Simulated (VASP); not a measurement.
Here is the system:

```
Cu3Li
1.0
    0.00000     2.84454     2.84454
    2.84454     0.00000     2.84454
    2.84454     2.84454     0.00000
Li Cu
1 3
Direct
  0.00000   0.00000   0.00000
  0.25000   0.25000   0.25000
  0.75000   0.75000   0.75000
  0.50000   0.50000   0.50000
```

Calculation: PBEsol GGA, VASP's PBE PAW potentials (set 64) (plane waves; VASP). Run with 520 eV cut-off, Gaussian smearing of 0.050 eV, potentials Li_sv Cu.

Q: Give the energies of bands 7 to 20 at the high-symmetry points, in eV from the Fermi level.

A: 
| band | Γ | X | U | L | W |
|---|---|---|---|---|---|
| 7 | -3.73 | -3.60 | -3.42 | -3.65 | -3.25 |
| 8 | -3.48 | -3.32 | -3.27 | -3.65 | -3.25 |
| 9 | -3.48 | -2.78 | -3.08 | -3.13 | -3.18 |
| 10 | -3.48 | -2.77 | -2.73 | -3.13 | -2.93 |
| 11 | -2.09 | -2.77 | -2.67 | -2.71 | -2.93 |
| 12 | -2.09 | -2.27 | -2.47 | -2.71 | -2.46 |
| 13 | -2.04 | -2.20 | -2.27 | -2.57 | -2.42 |
| 14 | -2.04 | -1.95 | -2.24 | -2.13 | -2.02 |
| 15 | -2.04 | -1.80 | -1.96 | -2.13 | -2.02 |
| 16 | -1.93 | -1.80 | -1.81 | -1.92 | -1.67 |
| 17 | -1.93 | -1.36 | -1.79 | -1.92 | -1.45 |
| 18 | 5.76 | -1.21 | -1.05 | -1.50 | -0.98 |
| 19 | 5.76 | -0.36 | -1.02 | 4.37 | -0.98 |
| 20 | 5.76 | -0.36 | 0.87 | 4.37 | -0.36 |

It has no gap at this level: it comes out as a metal or semimetal.

The structure comes from a computed database's LiCu3 entry (Fm-3m); how it stands against other phases isn't given here. It was relaxed first.
